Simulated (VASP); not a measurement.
Level of theory: PBE GGA with D3 dispersion (Becke-Johnson damping), VASP's PBE PAW potentials (set 64) (plane waves; VASP 6.6.1).

VASP ran on this input.

**KPOINTS**
```
Automatic mesh
0
gamma
  13 13 7
```

POSCAR:
```
Zr
1.0
  1.5736565476  -2.7256530430   0.0000000000
  1.5736565476   2.7256530430   0.0000000000
  0.0000000000   0.0000000000   5.0734591428
Zr
2
Cartesian
  1.5736565476   0.9085528314   1.2683647857
  1.5736565476  -0.9085528314   3.8050943571
```

**INCAR**
```
SYSTEM = Zr
PREC = Accurate
ENCUT = 520
EDIFF = 1E-7
NELM = 100
ALGO = Normal
LREAL = .FALSE.
LASPH = .TRUE.
ISMEAR = 1
SIGMA = 0.1
GGA = PE
IVDW = 12
LMAXMIX = 4
LWAVE = .FALSE.
LCHARG = .FALSE.
ISIF = 4
IBRION = 2
NSW = 30
EDIFFG = -0.01
```

POTCAR, in this order: Zr_sv (PBE.64 set). Program: vasp_std.

The resulting files:

File OUTCAR:
```
 ion  position               nearest neighbor table
   1  0.333  0.667  0.250-   2 3.12   2 3.12   2 3.12   2 3.12   2 3.12   2 3.12
   2  0.667  0.333  0.750-   1 3.12   1 3.12   1 3.12   1 3.12   1 3.12   1 3.12
  LATTYP: Found a hexagonal cell.
 ALAT       =     3.1473130509
 C/A-ratio  =     1.6119969830
 Subroutine PRICEL returns:
 Original cell was already a primitive cell.
 Subroutine GETGRP returns: Found 24 space group operations
The static configuration has the point symmetry D_3d.
 The point group associated with its full space group is D_6h.
The dynamic configuration has the point symmetry D_3d.
 Subroutine INISYM returns: Found 24 space group operations
 Subroutine IBZKPT returns following result:
 Found     84 irreducible k-points:

 Following reciprocal coordinates:
            Coordinates               Weight
  0.000000  0.000000  0.000000      1.000000
  0.076923  0.000000  0.000000      6.000000
  0.153846  0.000000  0.000000      6.000000
  0.230769  0.000000  0.000000      6.000000
  0.307692  0.000000  0.000000      6.000000
  0.384615  0.000000  0.000000      6.000000
  0.461538  0.000000  0.000000      6.000000
  0.076923  0.076923  0.000000      6.000000
  0.153846  0.076923  0.000000     12.000000
  0.230769  0.076923  0.000000     12.000000
  0.307692  0.076923  0.000000     12.000000
  0.384615  0.076923  0.000000     12.000000
  0.461538  0.076923  0.000000      6.000000
  0.153846  0.153846  0.000000      6.000000
  0.230769  0.153846  0.000000     12.000000
  0.307692  0.153846  0.000000     12.000000
  0.384615  0.153846  0.000000     12.000000
  0.230769  0.230769  0.000000      6.000000
  0.307692  0.230769  0.000000     12.000000
  0.384615  0.230769  0.000000      6.000000
  0.307692  0.307692  0.000000      6.000000
  0.000000  0.000000  0.142857      2.000000
...
```

### OSZICAR
```
       N       E                     dE             d eps       ncg     rms          rms(c)
DAV:   1     0.223030585515E+03    0.22303E+03   -0.13697E+04  2696   0.150E+03
DAV:   2    -0.242607734358E+01   -0.22546E+03   -0.22332E+03  3328   0.419E+02
DAV:   3    -0.173056232146E+02   -0.14880E+02   -0.14716E+02  5152   0.807E+01
DAV:   4    -0.175730377852E+02   -0.26741E+00   -0.26740E+00  2888   0.120E+01
DAV:   5    -0.175814047605E+02   -0.83670E-02   -0.83668E-02  4352   0.137E+00    0.163E+01
DAV:   6    -0.170545418974E+02    0.52686E+00   -0.84058E-01  2776   0.840E+00    0.669E+00
DAV:   7    -0.169576968817E+02    0.96845E-01   -0.59141E-01  3920   0.612E+00    0.113E+00
DAV:   8    -0.169645289145E+02   -0.68320E-02   -0.39811E-02  3400   0.176E+00    0.277E-01
DAV:   9    -0.169647689790E+02   -0.24006E-03   -0.15530E-03  3472   0.424E-01    0.380E-02
DAV:  10    -0.169647222238E+02    0.46755E-04   -0.37330E-05  3896   0.465E-02    0.216E-02
DAV:  11    -0.169647240639E+02   -0.18401E-05   -0.97398E-06  3000   0.408E-02    0.414E-03
DAV:  12    -0.169647238145E+02    0.24935E-06   -0.31930E-07  2864   0.435E-03    0.249E-03
DAV:  13    -0.169647235378E+02    0.27676E-06   -0.48535E-08  1880   0.231E-03    0.997E-04
DAV:  14    -0.169647234899E+02    0.47860E-07   -0.18143E-08  1800   0.165E-03
   1 F= -.18098504E+02 E0= -.18098258E+02  d E =-.180985E+02
       N       E                     dE             d eps       ncg     rms          rms(c)
DAV:   1    -0.169648195304E+02   -0.95993E-04   -0.54100E-03  2720   0.693E-01    0.516E-02
DAV:   2    -0.169647564399E+02    0.63091E-04   -0.16081E-04  3176   0.103E-01    0.243E-02
DAV:   3    -0.169647385477E+02    0.17892E-04   -0.69624E-05  3608   0.617E-02    0.407E-03
DAV:   4    -0.169647387820E+02   -0.23431E-06   -0.10753E-06  3072   0.101E-02    0.192E-03
DAV:   5    -0.169647387365E+02    0.45507E-07   -0.62312E-08  1936   0.254E-03
   2 F= -.18098519E+02 E0= -.18098278E+02  d E =-.147226E-04
```

**OUTCAR**
```
------------------------ aborting loop because EDIFF is reached ----------------------------------------
 Edisp (eV)   -1.13378
  FORCE on cell =-STRESS in cart. coord.  units (eV):
  Direction    XX          YY          ZZ          XY          YZ          ZX
  --------------------------------------------------------------------------------------
  Total       0.86865     0.86865     0.88357    -0.00000    -0.00000     0.00000
  in kB      31.97715    31.97715    32.52638    -0.00000    -0.00000     0.00000
  external pressure =       32.16 kB  Pullay stress =        0.00 kB
  volume of cell :       43.52
      direct lattice vectors                 reciprocal lattice vectors
     1.573198374 -2.724859462  0.000000000     0.317823873 -0.183495702  0.000000000
     1.573198374  2.724859462  0.000000000     0.317823873  0.183495702 -0.000000000
    -0.000000000  0.000000000  5.076414732     0.000000000  0.000000000  0.196989421
 POSITION                                       TOTAL-FORCE (eV/Angst)
 -----------------------------------------------------------------------------------
      1.57320      0.90829      1.26910         0.000000      0.000000      0.000000
      1.57320     -0.90829      3.80731        -0.000000     -0.000000      0.000000
 -----------------------------------------------------------------------------------
    total drift:                                0.000126      0.001109     -0.000019
  FREE ENERGIE OF THE ION-ELECTRON SYSTEM (eV)
  ---------------------------------------------------
  free  energy   TOTEN  =       -18.0985188480 eV

  energy  without entropy=      -18.0977976978  energy(sigma->0) =      -18.09827846

 reached required accuracy - stopping structural energy minimisation
```
(Selected blocks of OUTCAR.)

**CONTCAR**
```
Zr
   1.00000000000000
     1.5731983744729590   -2.7248594617547881    0.0000000000000000
     1.5731983744729590    2.7248594617547881    0.0000000000000000
    -0.0000000000000000    0.0000000000000000    5.0764147322360058
  Zr
     2
Direct
     0.3333330000000032    0.6666669999999968    0.2500000000000000
     0.6666669999999968    0.3333330000000032    0.7500000000000000
```

**OUTCAR**
```
 val. band max:        9.7763726232   @ k =   0.3846   0.1538   0.2857

 cond. band min:       9.7816098221   @ k =   0.0769   0.0769   0.1429


 Fermi energy:         9.7794585287

 k-point     1 :       0.0000    0.0000    0.0000
  band No.  band energies     occupation
      1     -38.9445      2.00000
      2     -38.7501      2.00000
      3     -17.5806      2.00000
      4     -16.5094      2.00000
      5     -16.5094      2.00000
      6     -16.3656      2.00000
      7     -16.3480      2.00000
      8     -16.3480      2.00000
      9       4.0004      2.00000
     10       6.5473      2.00000
     11      10.6596     -0.00000
     12      10.6596     -0.00000
     13      10.6875     -0.00000
     14      11.1083     -0.00000
     15      11.3886     -0.00000
     16      11.3886     -0.00000

 k-point     2 :       0.0769    0.0000    0.0000
  band No.  band energies     occupation
      1     -38.9354      2.00000
      2     -38.7460      2.00000
      3     -17.5583      2.00000
      4     -16.5618      2.00000
      5     -16.5261      2.00000
      6     -16.4020      2.00000
      7     -16.3744      2.00000
      8     -16.3549      2.00000
      9       4.1817      2.00000
     10       6.7152      2.00000
     11      10.1981     -0.00000
     12      10.7276     -0.00000
     13      10.8287     -0.00000
     14      11.0431     -0.00000
     15      11.2348     -0.00000
     16      11.5483     -0.00000

 k-point     3 :       0.1538    0.0000    0.0000
  band No.  band energies     occupation
      1     -38.9099      2.00000
      2     -38.7348      2.00000
      3     -17.4940      2.00000
      4     -16.7064      2.00000
      5     -16.5708      2.00000
      6     -16.5479      2.00000
      7     -16.4012      2.00000
      8     -16.3754      2.00000
      9       4.6924      2.00000
     10       7.1504      2.00000
     11       9.6341      2.05929
     12       9.8845     -0.05918
     13      10.8096     -0.00000
...
```

The compound is Zr in the hcp structure. This cell is one point of a volume scan, at 0.97 of the reference volume. Symmetry was kept, so distortions that lower it aren't found.
